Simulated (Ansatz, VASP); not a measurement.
# SrTiSe3: VASP beside Ansatz

Wanted: the spread between two codes on one cell, functional and k mesh. The cell is generated by rule, not measured, and may not be a known phase. The cell is taken from a series of runs on this material, whose earlier steps may have relaxed, scaled, displaced or heated it; both programs get it as it stands.

Program: Ansatz 0.2.0. Level of theory: plane waves, with VASP 6.6.1 beside it; zone-centre phonons at LDA. Results are calculated unless marked as measured.

The structure was built from a prototype and need not be the compound's stable phase.

## Step 1: Starting point

It takes space group Pm-3m (No. 221, cubic). The conventional cell has a = 4.900 Å, b = 4.900 Å, c = 4.900 Å, α = 90.00°, β = 90.00°, γ = 90.00°. Nearest to Sr lie 12 Se at 3.46 Å. Ti has 6 Se at 2.45 Å nearest. Nearest to Se lie 2 Ti at 2.45 Å and 4 Sr at 3.46 Å. Farther neighbours and most contacts between anions are not listed.

Coordinates:

```
Sr Ti Se
1.0
     4.89953    0.00000    0.00000
     0.00000    4.89953    0.00000
     0.00000    0.00000    4.89953
Sr Ti Se
1 1 3
Cartesian
  0.0000 0.0000 0.0000
  2.4498 2.4498 2.4498
  0.0000 2.4498 2.4498
  2.4498 0.0000 2.4498
  2.4498 2.4498 0.0000
```

## Step 2: VASP: zone-centre phonons, LDA

Second derivatives magnify differences that forces hide, and they need a tight electronic threshold.

Lines of VASP's logs that name or quote its potential files are left out, and so is its time.

INCAR

```
SYSTEM = SrTiSe3
PREC = Accurate
ENCUT = 500
EDIFF = 1E-08
NELM = 120
ISMEAR = 1
SIGMA = 0.15
LREAL = .FALSE.
ALGO = Normal
GGA = CA
NBANDS = 26
LASPH = .TRUE.
LORBIT = 11
LWAVE = .FALSE.
LCHARG = .FALSE.
ISIF = 2
IBRION = 8
GGA_COMPAT = .FALSE.
KPAR = 2
```

POSCAR

```
SrTiSe3
1.0
    4.8995281690      0.0000000000      0.0000000000
    0.0000000000      4.8995281690      0.0000000000
    0.0000000000      0.0000000000      4.8995281690
Sr Ti Se
1 1 3
Direct
    0.0000000000      0.0000000000      0.0000000000
    0.5000000000      0.5000000000      0.5000000000
    0.0000000000      0.5000000000      0.5000000000
    0.5000000000      0.0000000000      0.5000000000
    0.5000000000      0.5000000000      0.0000000000
```

KPOINTS

```
Automatic mesh
0
Gamma
6 6 6
0 0 0
```

The projector-augmented-wave data sets are Sr_sv, Ti_sv and Se (LDA family, release 64).

Command:

```
$ mpirun -np 2 vasp_std
```

Numbers of over 12 decimals in the logs are rounded to 6 here.

Log:

```text
[banner, memory and clock lines left out]
running    2 mpi-ranks, on    1 nodes
 distrk:  each k-point on    1 cores,    2 groups
 distr:  one band on    1 cores,    1 groups

 POSCAR found type information on POSCAR SrTiSe
 POSCAR found :  3 types and       5 ions
 LDA part: xc-table for (Slater(with rela. corr.)+CA(PZ))
 , standard interpolation
 POSCAR, INCAR and KPOINTS ok, starting setup
 FFT: planning ... GRIDC
 FFT: planning ... GRID_SOFT
 FFT: planning ... GRID
 WAVECAR not read
 entering main loop
       N       E                     dE             d eps       ncg     rms          rms(c)
DAV:   1     0.344835175737E+03    0.34484E+03   -0.18630E+04  1040   0.145E+03
DAV:   2     0.721705530001E+01   -0.33762E+03   -0.32952E+03  1142   0.367E+02
DAV:   3    -0.308786425104E+02   -0.38096E+02   -0.37292E+02  1674   0.105E+02
DAV:   4    -0.331313048849E+02   -0.22527E+01   -0.22466E+01  1480   0.222E+01
DAV:   5    -0.332346008436E+02   -0.10330E+00   -0.10328E+00  1560   0.362E+00    0.169E+01
DAV:   6    -0.313911353566E+02    0.18435E+01   -0.35513E+01  1328   0.361E+01    0.148E+01
DAV:   7    -0.302748866855E+02    0.11162E+01   -0.27314E+01  1358   0.348E+01    0.893E+00
DAV:   8    -0.296454928049E+02    0.62939E+00   -0.27613E+00  1228   0.120E+01    0.111E+00
DAV:   9    -0.296675094614E+02   -0.22017E-01   -0.23809E-01  1540   0.215E+00    0.106E+00
DAV:  10    -0.296587977533E+02    0.87117E-02   -0.27861E-02  1360   0.108E+00    0.535E-01
DAV:  11    -0.296568432838E+02    0.19545E-02   -0.11797E-02  1374   0.651E-01    0.113E-01
DAV:  12    -0.296567836476E+02    0.59636E-04   -0.71564E-04  1584   0.150E-01    0.386E-02
DAV:  13    -0.296567779774E+02    0.56702E-05   -0.45765E-05  1596   0.357E-02    0.178E-02
DAV:  14    -0.296567767194E+02    0.12580E-05   -0.87035E-06  1364   0.201E-02    0.492E-03
DAV:  15    -0.296567767453E+02   -0.25831E-07   -0.38404E-07  1612   0.354E-03    0.116E-03
DAV:  16    -0.296567767258E+02    0.19515E-07   -0.13936E-07  1208   0.225E-03    0.316E-04
DAV:  17    -0.296567767284E+02   -0.26175E-08   -0.80018E-09   756   0.510E-04
   1 F= -.29656777E+02 E0= -.29657801E+02  d E =0.307387E-02
 Linear response reoptimize wavefunctions to high precision
DAV:   1    -0.296567767268E+02    0.16075E-08   -0.98029E-09   988   0.700E-04
DAV:   2    -0.296567767269E+02   -0.97316E-10   -0.52806E-10   652   0.131E-04
 Linear response DOF=           4
 Linear response progress:
  Degree of freedom:   1/  4
       N       E                     dE             d eps       ncg     rms          rms(c)
RMM:   1    -0.294178625590E+00   -0.29418E+00    0.44393E-01  3404   0.263E+00
RMM:   2    -0.296008066239E+00   -0.18294E-02   -0.33330E-02  3942   0.581E-01    0.207E-01
RMM:   3    -0.296828304688E+00   -0.82024E-03   -0.60042E-03  4302   0.246E-01    0.155E-01
RMM:   4    -0.296855467141E+00   -0.27162E-04   -0.10801E-03  4459   0.113E-01    0.702E-02
RMM:   5    -0.297017307689E+00   -0.16184E-03   -0.20962E-04  4660   0.490E-02    0.173E-02
RMM:   6    -0.297102107101E+00   -0.84799E-04   -0.46144E-05  4758   0.223E-02    0.474E-03
RMM:   7    -0.297089754716E+00    0.12352E-04   -0.21200E-05  4777   0.130E-02    0.241E-03
RMM:   8    -0.297075040897E+00    0.14714E-04   -0.61366E-06  4766   0.698E-03    0.154E-03
RMM:   9    -0.297060504263E+00    0.14537E-04   -0.75519E-06  4779   0.464E-03    0.976E-04
RMM:  10    -0.297041752694E+00    0.18752E-04   -0.58993E-06  4930   0.303E-03    0.220E-04
RMM:  11    -0.297045084212E+00   -0.33315E-05   -0.17781E-06  5006   0.200E-03    0.333E-04
RMM:  12    -0.297040556572E+00    0.45276E-05   -0.19550E-06  5088   0.143E-03    0.816E-05
RMM:  13    -0.297040844094E+00   -0.28752E-06   -0.28380E-08  5192   0.105E-03    0.282E-05
RMM:  14    -0.297041307144E+00   -0.46305E-06   -0.65309E-07  5276   0.824E-04    0.103E-04
RMM:  15    -0.297042109145E+00   -0.80200E-06   -0.77792E-07  5070   0.690E-04    0.231E-04
RMM:  16    -0.297041065653E+00    0.10435E-05   -0.64767E-07  4962   0.602E-04    0.105E-04
RMM:  17    -0.297040808526E+00    0.25713E-06   -0.10274E-07  5140   0.526E-04    0.730E-05
RMM:  18    -0.297040686846E+00    0.12168E-06   -0.10644E-07  5255   0.477E-04    0.639E-05
RMM:  19    -0.297040624151E+00    0.62695E-07   -0.15759E-07  5204   0.442E-04    0.620E-05
RMM:  20    -0.297040677316E+00   -0.53165E-07   -0.39591E-08  4982   0.422E-04    0.742E-05
 first order change of Fermi-energy   0.28696E-04
 force on displaced ion       1 direction 1 :   0.074   0.000  -0.000
 Linear response progress:
  Degree of freedom:   2/  4
       N       E                     dE             d eps       ncg     rms          rms(c)
RMM:   1    -0.732896462551E+00   -0.73290E+00    0.14176E+01  2379   0.902E+01
RMM:   2    -0.698610279106E+00    0.34286E-01   -0.32349E-01  3396   0.315E+00    0.202E-01
RMM:   3    -0.696871676417E+00    0.17386E-02   -0.24594E-02  3836   0.656E-01    0.973E-02
RMM:   4    -0.697529019232E+00   -0.65734E-03   -0.16678E-02  4327   0.323E-01    0.347E-02
RMM:   5    -0.698499482577E+00   -0.97046E-03   -0.85791E-04  4413   0.102E-01    0.186E-02
RMM:   6    -0.699088291022E+00   -0.58881E-03   -0.26710E-04  4268   0.572E-02    0.774E-03
RMM:   7    -0.699191276633E+00   -0.10299E-03   -0.10313E-04  4511   0.303E-02    0.302E-03
RMM:   8    -0.699106846045E+00    0.84431E-04   -0.66688E-05  4761   0.180E-02    0.147E-03
RMM:   9    -0.699140674858E+00   -0.33829E-04   -0.48479E-05  4613   0.117E-02    0.775E-04
RMM:  10    -0.699115687004E+00    0.24988E-04   -0.37242E-05  4737   0.878E-03    0.271E-04
RMM:  11    -0.699119430301E+00   -0.37433E-05   -0.27810E-05  5047   0.680E-03    0.184E-04
RMM:  12    -0.699120931058E+00   -0.15008E-05   -0.24227E-05  4777   0.561E-03    0.886E-05
RMM:  13    -0.699120640990E+00    0.29007E-06   -0.19691E-05  5110   0.478E-03    0.143E-04
RMM:  14    -0.699120697241E+00   -0.56251E-07   -0.17050E-05  5256   0.418E-03    0.235E-04
RMM:  15    -0.699120885905E+00   -0.18866E-06   -0.14024E-05  4981   0.371E-03    0.244E-04
RMM:  16    -0.699121114295E+00   -0.22839E-06   -0.12678E-05  5276   0.332E-03    0.286E-04
RMM:  17    -0.699121364977E+00   -0.25068E-06   -0.10823E-05  5321   0.301E-03    0.326E-04
RMM:  18    -0.699121480726E+00   -0.11575E-06   -0.10127E-05  5079   0.274E-03    0.357E-04
RMM:  19    -0.699121645811E+00   -0.16509E-06   -0.84017E-06  5187   0.251E-03    0.403E-04
RMM:  20    -0.699121702365E+00   -0.56553E-07   -0.78336E-06  4949   0.232E-03    0.422E-04
RMM:  21    -0.699121966779E+00   -0.26441E-06   -0.68854E-06  5021   0.215E-03    0.487E-04
RMM:  22    -0.699121973864E+00   -0.70850E-08   -0.63814E-06  4897   0.200E-03    0.483E-04
 first order change of Fermi-energy  -0.16640E-02
 force on displaced ion       2 direction 1 :  -4.840   0.000  -0.000
 Linear response progress:
  Degree of freedom:   3/  4
       N       E                     dE             d eps       ncg     rms          rms(c)
RMM:   1    -0.958397238693E-01   -0.95840E-01    0.53150E-02  4037   0.160E+00
RMM:   2    -0.926946434270E-01    0.31451E-02   -0.58214E-03  3746   0.349E-01    0.116E-01
RMM:   3    -0.931997135063E-01   -0.50507E-03   -0.26616E-03  4023   0.163E-01    0.657E-02
RMM:   4    -0.936803023593E-01   -0.48059E-03   -0.71312E-04  4159   0.976E-02    0.150E-02
RMM:   5    -0.937074975055E-01   -0.27195E-04   -0.16926E-04  4493   0.421E-02    0.843E-03
RMM:   6    -0.937338058320E-01   -0.26308E-04   -0.60528E-05  4449   0.225E-02    0.414E-03
RMM:   7    -0.937622261258E-01   -0.28420E-04   -0.17753E-05  4592   0.123E-02    0.215E-03
RMM:   8    -0.937554300611E-01    0.67961E-05   -0.80807E-06  4823   0.613E-03    0.417E-04
RMM:   9    -0.937567269455E-01   -0.12969E-05   -0.34970E-05  4957   0.344E-03    0.181E-04
RMM:  10    -0.937571230882E-01   -0.39614E-06   -0.33306E-05  5084   0.210E-03    0.226E-04
RMM:  11    -0.937582490789E-01   -0.11260E-05   -0.21411E-05  4888   0.135E-03    0.937E-05
RMM:  12    -0.937585196684E-01   -0.27059E-06   -0.15915E-05  4980   0.937E-04    0.355E-05
RMM:  13    -0.937587589341E-01   -0.23927E-06   -0.11898E-05  5206   0.686E-04    0.374E-05
RMM:  14    -0.937589676056E-01   -0.20867E-06   -0.96067E-06  5012   0.532E-04    0.239E-05
RMM:  15    -0.937592783068E-01   -0.31070E-06   -0.63587E-06  4821   0.455E-04    0.240E-05
RMM:  16    -0.937591224707E-01    0.15584E-06   -0.52704E-06  4833   0.376E-04    0.247E-05
RMM:  17    -0.937591836841E-01   -0.61213E-07   -0.41375E-06  5115   0.325E-04    0.294E-05
RMM:  18    -0.937591333075E-01    0.50377E-07   -0.30021E-06  5014   0.287E-04    0.518E-05
RMM:  19    -0.937591505909E-01   -0.17283E-07   -0.22423E-06  5081   0.262E-04    0.553E-05
RMM:  20    -0.937591508047E-01   -0.21378E-09   -0.18592E-06  4985   0.247E-04    0.611E-05
RMM:  21    -0.937591602103E-01   -0.94056E-08   -0.17360E-06  4734   0.233E-04    0.651E-05
RMM:  22    -0.937591611749E-01   -0.96453E-09   -0.12609E-06  4649   0.223E-04    0.677E-05
RMM:  23    -0.937591758295E-01   -0.14655E-07   -0.11302E-06  4831   0.218E-04    0.682E-05
 first order change of Fermi-energy   0.92621E-03
 force on displaced ion       3 direction 1 : -13.129  -0.000   0.000
 Linear response progress:
  Degree of freedom:   4/  4
       N       E                     dE             d eps       ncg     rms          rms(c)
RMM:   1    -0.926042393801E-01   -0.92604E-01    0.34025E-02  6774   0.100E+00
RMM:   2    -0.896494574242E-01    0.29548E-02   -0.64275E-03  6269   0.273E-01    0.779E-02
RMM:   3    -0.900879638872E-01   -0.43851E-03   -0.14299E-03  6995   0.858E-02    0.487E-02
RMM:   4    -0.905650226271E-01   -0.47706E-03   -0.28242E-04  6475   0.493E-02    0.111E-02
RMM:   5    -0.904528187762E-01    0.11220E-03   -0.83011E-05  6928   0.228E-02    0.776E-03
RMM:   6    -0.904761970814E-01   -0.23378E-04   -0.23266E-05  7346   0.111E-02    0.364E-03
RMM:   7    -0.904919473084E-01   -0.15750E-04   -0.13242E-05  7152   0.676E-03    0.216E-03
RMM:   8    -0.904969211237E-01   -0.49738E-05   -0.11423E-06  7268   0.431E-03    0.880E-04
RMM:   9    -0.905007019554E-01   -0.37808E-05    0.82614E-06  7938   0.260E-03    0.375E-04
RMM:  10    -0.905015658804E-01   -0.86392E-06    0.13486E-05  8052   0.161E-03    0.194E-04
RMM:  11    -0.905027837225E-01   -0.12178E-05    0.10488E-05  7866   0.111E-03    0.537E-05
RMM:  12    -0.905027881530E-01   -0.44305E-08    0.57534E-06  8170   0.803E-04    0.319E-05
RMM:  13    -0.905029298517E-01   -0.14170E-06    0.45768E-06  8222   0.613E-04    0.173E-05
RMM:  14    -0.905029565055E-01   -0.26654E-07    0.22638E-06  8547   0.493E-04    0.944E-06
[...]
RMM:  20    -0.905030300448E-01    0.76892E-08    0.13677E-07  8042   0.292E-04    0.124E-05
RMM:  21    -0.905030755597E-01   -0.45515E-07    0.72870E-07  7954   0.285E-04    0.102E-05
RMM:  22    -0.905030983059E-01   -0.22746E-07   -0.29023E-07  7978   0.280E-04    0.106E-05
RMM:  23    -0.905031174800E-01   -0.19174E-07    0.52458E-07  7957   0.277E-04    0.153E-05
RMM:  24    -0.905031364557E-01   -0.18976E-07   -0.28463E-07  7909   0.275E-04    0.184E-05
RMM:  25    -0.905031412906E-01   -0.48349E-08    0.12003E-07  7339   0.272E-04    0.198E-05
RMM:  26    -0.905031449809E-01   -0.36903E-08   -0.25313E-07  7149   0.272E-04    0.195E-05
RMM:  27    -0.905031384744E-01    0.65066E-08    0.19534E-07  6952   0.271E-04    0.193E-05
 first order change of Fermi-energy   0.30726E-03
 force on displaced ion       3 direction 2 :   0.000  -1.040   0.000
 Linear response finished
```

(Part 1 of 3 ends here.)

[Lines on the potential files, build, host, timing and source positions are cut from VASP's logs without a mark.]

[Logs are printed without paths, hosts, clocks, repeated set-up lines and the standing remarks that a program may print on its own settings, such as how far it seeks lower states.]

[Hosts, paths, dates, database ids (printed as entryN), source tags and the programs' standing remarks are cut or masked in the printed files.]
